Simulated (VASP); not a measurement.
Consider the following.

```xyz
2
Lattice="0.0000 2.6076 2.6076 2.6076 0.0000 2.6076 2.6076 2.6076 0.0000" Properties=species:S:1:pos:R:3 pbc="T T T"
Cd     0.0000     0.0000     0.0000
S      1.3038     1.3038     1.3038
```

These are PBEsol GGA, VASP's PBE PAW potentials (set 64) (plane waves; VASP) values and carry that method's errors. Settings: 500 eV cut-off, 9×9×9 Γ-centred mesh, Gaussian smearing of 0.050 eV, potentials Cd S.

Q: Estimate the energy per atom (σ→0), pressure, band gap (on the k-mesh) with the smallest direct gap where there is one.

A: 
The band gap (on the k-mesh) comes out as 1.59 eV and the smallest direct gap (on the k-mesh) is 1.59 eV. The energy per atom (σ→0) is -2.673 eV/atom and the pressure is 45.14 GPa.

The absolute energy has meaning only against runs of the same code, potentials and settings.

The structure was generated: CdS was put into the zinc blende type (F-43m), which need not be its known phase. It was relaxed first under an external pressure of 45 GPa.
